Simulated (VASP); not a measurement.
Output of a VASP run:

OUTCAR:
```
 ion  position               nearest neighbor table
   1  0.000  0.000  0.000-   2 2.39   2 2.39   2 2.39   2 2.39   2 2.39   2 2.39
   2  0.500  0.500  0.500-   1 2.39   1 2.39   1 2.39   1 2.39   1 2.39   1 2.39
  LATTYP: Found a face centered cubic cell.
 ALAT       =     4.7732133472
 Subroutine PRICEL returns:
 Original cell was already a primitive cell.
 Subroutine GETGRP returns: Found 48 space group operations
The static configuration has the point symmetry O_h .
The dynamic configuration has the point symmetry O_h .
 Subroutine INISYM returns: Found 48 space group operations
 Subroutine IBZKPT returns following result:
 Found     84 irreducible k-points:

 Following reciprocal coordinates:
            Coordinates               Weight
  0.000000  0.000000  0.000000      1.000000
  0.076923  0.000000  0.000000      8.000000
  0.153846  0.000000  0.000000      8.000000
  0.230769  0.000000  0.000000      8.000000
  0.307692  0.000000  0.000000      8.000000
  0.384615  0.000000  0.000000      8.000000
  0.461538  0.000000  0.000000      8.000000
  0.076923  0.076923  0.000000      6.000000
  0.153846  0.076923  0.000000     24.000000
  0.230769  0.076923  0.000000     24.000000
  0.307692  0.076923  0.000000     24.000000
  0.384615  0.076923  0.000000     24.000000
  0.461538  0.076923  0.000000     24.000000
 -0.461538  0.076923  0.000000     24.000000
 -0.384615  0.076923  0.000000     24.000000
 -0.307692  0.076923  0.000000     24.000000
 -0.230769  0.076923  0.000000     24.000000
 -0.153846  0.076923  0.000000     24.000000
 -0.076923  0.076923  0.000000     12.000000
  0.153846  0.153846  0.000000      6.000000
  0.230769  0.153846  0.000000     24.000000
  0.307692  0.153846  0.000000     24.000000
  0.384615  0.153846  0.000000     24.000000
  0.461538  0.153846  0.000000     24.000000
 -0.461538  0.153846  0.000000     24.000000
 -0.384615  0.153846  0.000000     24.000000
 -0.307692  0.153846  0.000000     24.000000
 -0.230769  0.153846  0.000000     24.000000
 -0.153846  0.153846  0.000000     12.000000
  0.230769  0.230769  0.000000      6.000000
  0.307692  0.230769  0.000000     24.000000
  0.384615  0.230769  0.000000     24.000000
  0.461538  0.230769  0.000000     24.000000
 -0.461538  0.230769  0.000000     24.000000
 -0.384615  0.230769  0.000000     24.000000
 -0.307692  0.230769  0.000000     24.000000
 -0.230769  0.230769  0.000000     12.000000
  0.307692  0.307692  0.000000      6.000000
  0.384615  0.307692  0.000000     24.000000
  0.461538  0.307692  0.000000     24.000000
   k-points           NKPTS =     84   k-points in BZ     NKDIM =     84   number of bands    NBANDS=     12
   number of dos      NEDOS =    301   number of ions     NIONS =      2
   total plane-waves  NPLWV =  21952
   dimension x,y,z NGX =    28 NGY =   28 NGZ =   28
   dimension x,y,z NGXF=    56 NGYF=   56 NGZF=   56
   ions per type =               1   1
   PREC   = accura    normal or accurate (medium, high low for compatibility)
   ISTART =      0    job   : 0-new  1-cont  2-samecut
   ICHARG =      2    charge: 1-file 2-atom 10-const
   ISPIN  =      1    spin polarized calculation?
   LNONCOLLINEAR =      F non collinear calculations
   LSORBIT =      F    spin-orbit coupling
   INIWAV =      1    electr: 0-lowe 1-rand  2-diag
   ENCUT  =  520.0 eV  38.22 Ry    6.18 a.u.   6.28  6.28  6.28*2*pi/ulx,y,z
   NELM   =    100;   NELMIN=  2; NELMDL= -5     # of ELM steps
   EDIFF  = 0.1E-06   stopping-criterion for ELM
   LREAL  =      F    real-space projection
   NLSPLINE    = F    spline interpolate recip. space projectors
   LMAXMIX     =    4 max onsite mixed and CHGCAR
   VOSKOWN=      0    Vosko Wilk Nusair interpolation
   EDIFFG = 0.1E-05   stopping-criterion for IOM
   NSW    =      0    number of steps for IOM
   NBLOCK =      1;   KBLOCK =      1    inner block; outer block
   IBRION =     -1    ionic relax: 0-MD 1-quasi-New 2-CG
...
```

### OSZICAR
```
       N       E                     dE             d eps       ncg     rms          rms(c)
DAV:   1     0.111198731146E+03    0.11120E+03   -0.88503E+03  2016   0.133E+03
DAV:   2    -0.167545868940E+02   -0.12795E+03   -0.12041E+03  2388   0.331E+02
DAV:   3    -0.227092292980E+02   -0.59546E+01   -0.57993E+01  2920   0.645E+01
DAV:   4    -0.229649665796E+02   -0.25574E+00   -0.25563E+00  2680   0.124E+01
DAV:   5    -0.229707042589E+02   -0.57377E-02   -0.57371E-02  2852   0.168E+00    0.194E+01
DAV:   6    -0.196119843838E+02    0.33587E+01   -0.17586E+01  2292   0.283E+01    0.726E+00
DAV:   7    -0.194499757722E+02    0.16201E+00   -0.90121E-01  2360   0.743E+00    0.530E+00
DAV:   8    -0.194383110604E+02    0.11665E-01   -0.15672E-01  2184   0.371E+00    0.128E+00
DAV:   9    -0.194344888254E+02    0.38222E-02   -0.30465E-02  2560   0.120E+00    0.441E-01
DAV:  10    -0.194348616891E+02   -0.37286E-03   -0.20279E-03  2360   0.574E-01    0.312E-01
DAV:  11    -0.194346736538E+02    0.18804E-03   -0.72061E-04  2248   0.213E-01    0.175E-02
DAV:  12    -0.194346729068E+02    0.74701E-06   -0.12751E-05  2944   0.379E-02    0.108E-02
DAV:  13    -0.194346725200E+02    0.38680E-06   -0.56401E-07  2376   0.670E-03    0.985E-04
DAV:  14    -0.194346725361E+02   -0.16136E-07   -0.17294E-08  1292   0.127E-03
   1 F= -.19970054E+02 E0= -.19969993E+02  d E =-.184984E-03
```

**OUTCAR**
```
------------------------ aborting loop because EDIFF is reached ----------------------------------------
 Edisp (eV)   -0.53538
  FORCE on cell =-STRESS in cart. coord.  units (eV):
  Direction    XX          YY          ZZ          XY          YZ          ZX
  --------------------------------------------------------------------------------------
  Total      -2.04549    -2.04549    -2.04549     0.00000     0.00000     0.00000
  in kB    -120.54143  -120.54143  -120.54143     0.00000     0.00000     0.00000
  external pressure =     -120.54 kB  Pullay stress =        0.00 kB
  volume of cell :       27.19
      direct lattice vectors                 reciprocal lattice vectors
     0.000000000  2.386606674  2.386606674    -0.209502473  0.209502473  0.209502473
     2.386606674  0.000000000  2.386606674     0.209502473 -0.209502473  0.209502473
     2.386606674  2.386606674  0.000000000     0.209502473  0.209502473 -0.209502473
 POSITION                                       TOTAL-FORCE (eV/Angst)
 -----------------------------------------------------------------------------------
      0.00000      0.00000      0.00000        -0.000000      0.000000     -0.000000
      2.38661      2.38661      2.38661         0.000000     -0.000000      0.000000
 -----------------------------------------------------------------------------------
    total drift:                                0.000000      0.000000      0.000000
  FREE ENERGIE OF THE ION-ELECTRON SYSTEM (eV)
  ---------------------------------------------------
  free  energy   TOTEN  =       -19.9700542916 eV

  energy  without entropy=      -19.9698693073  energy(sigma->0) =      -19.96999263
```
(Selected blocks of OUTCAR.)

### POSCAR
```
ZrC
1
    0.0000000000     2.3866066736     2.3866066736
    2.3866066736     0.0000000000     2.3866066736
    2.3866066736     2.3866066736     0.0000000000
Zr C
1 1
Direct
  0.0000000000   0.0000000000   0.0000000000
  0.5000000000   0.5000000000   0.5000000000
```

Q: Write an INCAR and KPOINTS that could have produced this output.

A: One answer among several that fit: the input of the run itself, PBE GGA with D3 dispersion (zero damping), plane waves, VASP's PBE PAW potentials (set 64).

### KPOINTS
```
Automatic mesh
0
Gamma
13 13 13
0 0 0
```

**INCAR**
```
SYSTEM = ZrC
PREC = Accurate
ENCUT = 520
EDIFF = 1E-7
NELM = 100
ALGO = Normal
LREAL = .FALSE.
LASPH = .TRUE.
ISMEAR = 1
SIGMA = 0.1
GGA = PE
IVDW = 11
LMAXMIX = 4
LWAVE = .FALSE.
LCHARG = .FALSE.
ISIF = 2
```

POTCAR, in this order: Zr_sv C (PBE.64 set). Program: vasp_std.

The compound is ZrC in the rock salt structure. This cell is one point of a volume scan, at 1.06 of the reference volume.
